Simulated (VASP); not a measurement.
Output of a VASP run:

File OSZICAR:
```
       N       E                     dE             d eps       ncg     rms          rms(c)
DAV:   1     0.623339769723E+02    0.62334E+02   -0.42912E+03   408   0.662E+02
DAV:   2    -0.302884215541E+01   -0.65363E+02   -0.60124E+02   596   0.131E+02
DAV:   3    -0.775184376890E+01   -0.47230E+01   -0.47085E+01   524   0.415E+01
DAV:   4    -0.783981407776E+01   -0.87970E-01   -0.87952E-01   548   0.717E+00
DAV:   5    -0.784055625021E+01   -0.74217E-03   -0.74214E-03   520   0.610E-01    0.404E+00
DAV:   6    -0.771760626091E+01    0.12295E+00   -0.14631E-01   436   0.209E+00    0.278E+00
DAV:   7    -0.769461236540E+01    0.22994E-01   -0.14192E-01   468   0.212E+00    0.734E-01
DAV:   8    -0.769284782261E+01    0.17645E-02   -0.97843E-03   448   0.601E-01    0.234E-01
DAV:   9    -0.769299445135E+01   -0.14663E-03   -0.92171E-04   492   0.220E-01    0.943E-02
DAV:  10    -0.769298260591E+01    0.11845E-04   -0.27671E-05   492   0.443E-02    0.405E-02
DAV:  11    -0.769298977550E+01   -0.71696E-05   -0.18030E-05   460   0.309E-02    0.320E-02
DAV:  12    -0.769299016341E+01   -0.38791E-06   -0.12120E-06   348   0.674E-03
   1 F= -.76929902E+01 E0= -.76929902E+01  d E =-.505681E-10
```

**OUTCAR**
```
------------------------ aborting loop because EDIFF is reached ----------------------------------------
  FORCE on cell =-STRESS in cart. coord.  units (eV):
  Direction    XX          YY          ZZ          XY          YZ          ZX
  --------------------------------------------------------------------------------------
  Total        0.7797115      0.7797113      0.9538507     -0.0000000      0.0000000      0.0000000
  in kB       12.2093806     12.2093777     14.9361994     -0.0000000      0.0000000      0.0000000
  external PRESSURE =      13.1183192 kB  Pullay stress =       0.0000000 kB
  volume of cell :      102.32
      direct lattice vectors                 reciprocal lattice vectors
     2.075000000 -3.594005000  0.000000000     0.240963855 -0.139120563  0.000000000
     2.075000000  3.594005000  0.000000000     0.240963855  0.139120563  0.000000000
     0.000000000  0.000000000  6.860000000     0.000000000  0.000000000  0.145772595
 POSITION                                       TOTAL-FORCE (eV/Angst)
 -----------------------------------------------------------------------------------
      0.00000      0.00000      0.00000         0.000000      0.000000      0.000000
      2.07500      1.19800      1.66012        -0.000000     -0.000000      0.052204
      2.07500     -1.19800      5.19988        -0.000000      0.000000     -0.052204
 -----------------------------------------------------------------------------------
    total drift:                                0.000000     -0.000000      0.000000
  FREE ENERGIE OF THE ION-ELECTRON SYSTEM (eV)
  ---------------------------------------------------
  free  energy   TOTEN  =        -7.6929901634 eV

  energy  without entropy=       -7.6929901634  energy(sigma->0) =       -7.69299016
```
(Selected blocks of OUTCAR.)

### POSCAR
```
MgI2
1
    2.0750000000    -3.5940050000     0.0000000000
    2.0750000000     3.5940050000     0.0000000000
    0.0000000000     0.0000000000     6.8600000000
Mg I
1 2
Direct
  0.0000000000   0.0000000000   0.0000000000
  0.3333330000   0.6666670000   0.2420000000
  0.6666670000   0.3333330000   0.7580000000
```

Question: Write an INCAR and KPOINTS that could have produced this output.

Answer: This is not unique; one that fits is the input of the run itself, PBE GGA, plane waves, VASP's PBE PAW potentials (set 64).

### INCAR
```
ALGO = Normal
EDIFF = 1E-6
ENCUT = 300
GGA = PE
ISIF = 2
ISMEAR = -1
LASPH = .TRUE.
LCHARG = .FALSE.
LMAXMIX = 4
LREAL = .FALSE.
LWAVE = .FALSE.
NELM = 100
PREC = Accurate
SIGMA = 0.05
SYSTEM = MgI2
```

**KPOINTS**
```
kpoints
0
gamma
 6 6 3
```

POTCAR, in this order: Mg I (PBE.64 set). Program: vasp_std.

The structure is a typed MgI2 crystal (P-3m1). The cell was not relaxed at this level.
